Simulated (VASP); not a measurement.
# O on the Mg site in Mg (Magnesium), part 2 of 4

Wanted: what O on the Mg site costs in Mg (Magnesium) and how the lattice relaxes round it. The start is a cell from a database of measured crystal structures.

VASP 6.6.1, plane waves and PAW; the level of theory is named at each step.

So far. Step 2 (The host at zero pressure): The run ended after 6 ionic steps, 0.036 eV below its first step, once forces and stress met EDIFFG = -0.02. Step 3 (Relax the host again, on a new basis): The start already met the threshold, so nothing moved.

## Step 4: The supercell without the defect

Level of this step: LDA; plane waves and PAW (Mg) (VASP).

System of this step: Mg (Magnesium). Symmetry: P6_3/mmc, No. 194, hexagonal system. The conventional cell has a = 3.140 Å, b = 3.140 Å, c = 5.014 Å, α = 90.00°, β = 90.00°, γ = 120.00°. Nearest to Mg lie 12 Mg at 3.09 to 3.14 Å.

The same cell, mesh and cutoff without the defect give the energy to subtract and, in a gapped host, the band edges to count from, so that most errors cancel.

File INCAR:

```
SYSTEM = Mg
PREC = Normal
ENCUT = 400
EDIFF = 1E-05
NELM = 120
ISMEAR = 1
SIGMA = 0.2
LREAL = Auto
ALGO = Fast
GGA = CA
NBANDS = 64
LORBIT = 11
LWAVE = .FALSE.
LCHARG = .FALSE.
KPAR = 4
LASPH = .TRUE.
```

File POSCAR:

```
Mg
1.0
    9.4198691979      0.0000000000      0.0000000000
   -4.7099345991      8.1578460258      0.0000000000
    0.0000000000      0.0000000000     10.0283551358
Mg
36
Direct
    0.2222222222      0.1111111111      0.3750000000
    0.2222222222      0.1111111111      0.8750000000
    0.2222222222      0.4444444444      0.3750000000
    0.2222222222      0.4444444444      0.8750000000
    0.2222222222      0.7777777778      0.3750000000
    0.2222222222      0.7777777778      0.8750000000
    0.5555555556      0.1111111111      0.3750000000
    0.5555555556      0.1111111111      0.8750000000
    0.5555555556      0.4444444444      0.3750000000
    0.5555555556      0.4444444444      0.8750000000
    0.5555555556      0.7777777778      0.3750000000
    0.5555555556      0.7777777778      0.8750000000
    0.8888888889      0.1111111111      0.3750000000
    0.8888888889      0.1111111111      0.8750000000
    0.8888888889      0.4444444444      0.3750000000
    0.8888888889      0.4444444444      0.8750000000
    0.8888888889      0.7777777778      0.3750000000
    0.8888888889      0.7777777778      0.8750000000
    0.1111111111      0.2222222222      0.1250000000
    0.1111111111      0.2222222222      0.6250000000
    0.1111111111      0.5555555556      0.1250000000
    0.1111111111      0.5555555556      0.6250000000
    0.1111111111      0.8888888889      0.1250000000
    0.1111111111      0.8888888889      0.6250000000
    0.4444444444      0.2222222222      0.1250000000
    0.4444444444      0.2222222222      0.6250000000
    0.4444444444      0.5555555556      0.1250000000
    0.4444444444      0.5555555556      0.6250000000
    0.4444444444      0.8888888889      0.1250000000
    0.4444444444      0.8888888889      0.6250000000
    0.7777777778      0.2222222222      0.1250000000
    0.7777777778      0.2222222222      0.6250000000
    0.7777777778      0.5555555556      0.1250000000
    0.7777777778      0.5555555556      0.6250000000
    0.7777777778      0.8888888889      0.1250000000
    0.7777777778      0.8888888889      0.6250000000
```

File KPOINTS:

```
Automatic mesh
0
Gamma
4 4 4
0 0 0
```

Potentials, in the order of the species: Mg (LDA family, release 64).

Run with:

```bash
$ mpirun -np 4 vasp_std
```

What it wrote:

```text
[banner, memory and clock lines left out]
running    4 mpi-ranks, on    1 nodes
 distrk:  each k-point on    1 cores,    4 groups
 distr:  one band on    1 cores,    1 groups

 POSCAR found type information on POSCAR Mg
 POSCAR found :  1 types and      36 ions
 LDA part: xc-table for (Slater(with rela. corr.)+CA(PZ))
 , standard interpolation
 POSCAR, INCAR and KPOINTS ok, starting setup
 FFT: planning ... GRIDC
 FFT: planning ... GRID_SOFT
 FFT: planning ... GRID
 WAVECAR not read
 entering main loop
       N       E                     dE             d eps       ncg     rms          rms(c)
DAV:   1     0.453983548646E+02    0.45398E+02   -0.17995E+04  1536   0.674E+02
DAV:   2    -0.600717958586E+02   -0.10547E+03   -0.98427E+02  1800   0.879E+01
DAV:   3    -0.654476849809E+02   -0.53759E+01   -0.51559E+01  1968   0.154E+01
DAV:   4    -0.655321744700E+02   -0.84489E-01   -0.84037E-01  1800   0.208E+00
DAV:   5    -0.655330477257E+02   -0.87326E-03   -0.87297E-03  1880   0.238E-01    0.400E+00
RMM:   6    -0.653206501845E+02    0.21240E+00   -0.86326E-03  1567   0.324E-01    0.254E+00
RMM:   7    -0.651532480720E+02    0.16740E+00   -0.31718E-02  1620   0.637E-01    0.118E-01
RMM:   8    -0.651531203205E+02    0.12775E-03   -0.17828E-03  1687   0.158E-01    0.232E-02
RMM:   9    -0.651531151768E+02    0.51437E-05   -0.12301E-04  1805   0.408E-02    0.276E-03
RMM:  10    -0.651531168791E+02   -0.17023E-05   -0.22387E-05  1467   0.158E-02
   1 F= -.65153117E+02 E0= -.65152508E+02  d E =-.182657E-02
```

It took 55 s on 4 MPI ranks of Intel Xeon Platinum 8259CL at 2.50GHz (Skylake/Cascade Lake), shared host; peak memory 1.7 GiB; 2.9 min of CPU time.

From OUTCAR (step 4):

```text
  LATTYP: Found a hexagonal cell.
 ALAT       =     9.4198691979
 C/A-ratio  =     1.0645960071

 Found     12 irreducible k-points:

   k-points           NKPTS =     12   k-points in BZ     NKDIM =     12   number of bands    NBANDS=     64

   dimension x,y,z NGX =    48 NGY =   48 NGZ =   50
   dimension x,y,z NGXF=    96 NGYF=   96 NGZF=  100

   ENCUT  =  400.0 eV  29.40 Ry    5.42 a.u.  15.36 15.36 16.35*2*pi/ulx,y,z

   NELECT =      72.0000    total number of electrons

 E-fermi :   2.7659

 k-point     1 :       0.0000    0.0000    0.0000
  band No.  band energies     occupation
    ...
     25       2.1203      2.00005
     26       2.1593      2.00016
     27       2.1593      2.00016
     28       2.1593      2.00016
     29       2.1593      2.00016
     30       2.9965     -0.06916
     31       2.9965     -0.06916
     32       2.9965     -0.06916
     33       2.9965     -0.06916
     34       3.2150     -0.00669
    ...

 k-point     2 :       0.2500    0.0000    0.0000
  band No.  band energies     occupation
    ...
     29       2.0439      2.00000
     30       2.2471      2.00151
     31       2.2715      2.00262
     32       2.2715      2.00262
     33       2.3178      2.00681
     34       2.8303      0.48511
     35       2.8303      0.48511
     36       2.9102      0.06573
     37       3.1723     -0.01440
     38       3.1723     -0.01440
    ...

  Total        0.2976226      0.2976226     -0.0202987     -0.0000000     -0.0000000      0.0000000
  in kB        0.6187659      0.6187659     -0.0422016     -0.0000000     -0.0000000      0.0000000
  external PRESSURE =       0.3984434 kB  Pullay stress =       0.0000000 kB

  energy-cutoff  :      400.00
  volume of cell :      770.64
      direct lattice vectors                 reciprocal lattice vectors
     9.419869198  0.000000000  0.000000000     0.106158587  0.061290689  0.000000000
    -4.709934599  8.157846026  0.000000000     0.000000000  0.122581377  0.000000000
     0.000000000  0.000000000 10.028355136     0.000000000  0.000000000  0.099717250

 POSITION                                       TOTAL-FORCE (eV/Angst)
 -----------------------------------------------------------------------------------
      1.56998      0.90643      3.76063        -0.000000      0.000000     -0.000000
      1.56998      0.90643      8.77481        -0.000000     -0.000000     -0.000000
     -0.00000      3.62571      3.76063        -0.000000     -0.000000      0.000000
     -0.00000      3.62571      8.77481        -0.000000      0.000000      0.000000
     -1.56998      6.34499      3.76063        -0.000000     -0.000000      0.000000
     -1.56998      6.34499      8.77481        -0.000000      0.000000     -0.000000
      4.70993      0.90643      3.76063         0.000000      0.000000      0.000000
      4.70993      0.90643      8.77481         0.000000     -0.000000      0.000000
      3.13996      3.62571      3.76063        -0.000000     -0.000000      0.000000
      3.13996      3.62571      8.77481        -0.000000      0.000000      0.000000
      1.56998      6.34499      3.76063        -0.000000     -0.000000      0.000000
      1.56998      6.34499      8.77481        -0.000000      0.000000      0.000000
      7.84989      0.90643      3.76063        -0.000000      0.000000     -0.000000
      7.84989      0.90643      8.77481        -0.000000      0.000000      0.000000
      6.27991      3.62571      3.76063        -0.000000     -0.000000     -0.000000
      6.27991      3.62571      8.77481        -0.000000      0.000000      0.000000
      4.70993      6.34499      3.76063        -0.000000      0.000000     -0.000000
      4.70993      6.34499      8.77481        -0.000000      0.000000      0.000000
     -0.00000      1.81285      1.25354         0.000000     -0.000000     -0.000000
     -0.00000      1.81285      6.26772         0.000000      0.000000      0.000000
     -1.56998      4.53214      1.25354        -0.000000     -0.000000      0.000000
     -1.56998      4.53214      6.26772         0.000000     -0.000000      0.000000
     -3.13996      7.25142      1.25354         0.000000     -0.000000     -0.000000
     -3.13996      7.25142      6.26772         0.000000      0.000000      0.000000
      3.13996      1.81285      1.25354        -0.000000      0.000000      0.000000
      3.13996      1.81285      6.26772         0.000000     -0.000000     -0.000000
      1.56998      4.53214      1.25354         0.000000     -0.000000     -0.000000
      1.56998      4.53214      6.26772         0.000000     -0.000000     -0.000000
     -0.00000      7.25142      1.25354         0.000000     -0.000000      0.000000
     -0.00000      7.25142      6.26772         0.000000      0.000000      0.000000
      6.27991      1.81285      1.25354         0.000000      0.000000     -0.000000
      6.27991      1.81285      6.26772         0.000000     -0.000000      0.000000
      4.70993      4.53214      1.25354         0.000000     -0.000000     -0.000000
      4.70993      4.53214      6.26772        -0.000000     -0.000000     -0.000000
      3.13996      7.25142      1.25354         0.000000     -0.000000     -0.000000
      3.13996      7.25142      6.26772         0.000000     -0.000000      0.000000
 -----------------------------------------------------------------------------------
    total drift:                               -0.000000     -0.000000     -0.000000

  FREE ENERGIE OF THE ION-ELECTRON SYSTEM (eV)
  ---------------------------------------------------
  free  energy   TOTEN  =       -65.1531168791 eV

  energy  without entropy=      -65.1512903067  energy(sigma->0) =      -65.15250802

 total charge
# of ion       s       p       d       tot
------------------------------------------
    1        0.220   0.144   0.013   0.377
    2        0.220   0.144   0.013   0.377
    3        0.220   0.144   0.013   0.377
    4        0.220   0.144   0.013   0.377
    5        0.220   0.144   0.013   0.377
    6        0.220   0.144   0.013   0.377
    7        0.220   0.144   0.013   0.377
    8        0.220   0.144   0.013   0.377
    9        0.220   0.144   0.013   0.377
   10        0.220   0.144   0.013   0.377
   11        0.220   0.144   0.013   0.377
   12        0.220   0.144   0.013   0.377
   13        0.220   0.144   0.013   0.377
   14        0.220   0.144   0.013   0.377
   15        0.220   0.144   0.013   0.377
   16        0.220   0.144   0.013   0.377
   17        0.220   0.144   0.013   0.377
   18        0.220   0.144   0.013   0.377
   19        0.220   0.144   0.013   0.377
   20        0.220   0.144   0.013   0.377
   21        0.220   0.144   0.013   0.377
   22        0.220   0.144   0.013   0.377
   23        0.220   0.144   0.013   0.377
   24        0.220   0.144   0.013   0.377
   25        0.220   0.144   0.013   0.377
   26        0.220   0.144   0.013   0.377
   27        0.220   0.144   0.013   0.377
   28        0.220   0.144   0.013   0.377
   29        0.220   0.144   0.013   0.377
   30        0.220   0.144   0.013   0.377
   31        0.220   0.144   0.013   0.377
   32        0.220   0.144   0.013   0.377
   33        0.220   0.144   0.013   0.377
   34        0.220   0.144   0.013   0.377
   35        0.220   0.144   0.013   0.377
   36        0.220   0.144   0.013   0.377
--------------------------------------------------
tot          7.929   5.178   0.477  13.584

[... 2 parts as in an earlier step ...]

[... 7 further parts left out ...]
```

Numbers from this step:

| Item | Value |
| --- | --- |
| electrons | 72 |
| free energy (TOTEN) | -65.1531 eV |
| energy at zero smearing | -65.1525 eV |
| Fermi energy | 2.766 eV |

The host is treated as a metal, as its relaxation found a gap under 0.3 eV or none, and only the neutral defect is run.

(Continued in part 3 of 4.)

[Lines on the potential files, build, host, timing and source positions are cut from VASP's logs without a mark.]

[Logs are printed without paths, hosts, clocks, repeated set-up lines and the standing remarks that a program may print on its own settings, such as how far it seeks lower states.]

[Hosts, paths, dates, database ids (printed as entryN), source tags and the programs' standing remarks are cut or masked in the printed files.]

[In band tables of VASP the shares of atoms and orbitals are scaled to a sum of 1 inside the atoms' spheres.]

[Runs that stopped without an error message from VASP are left out.]
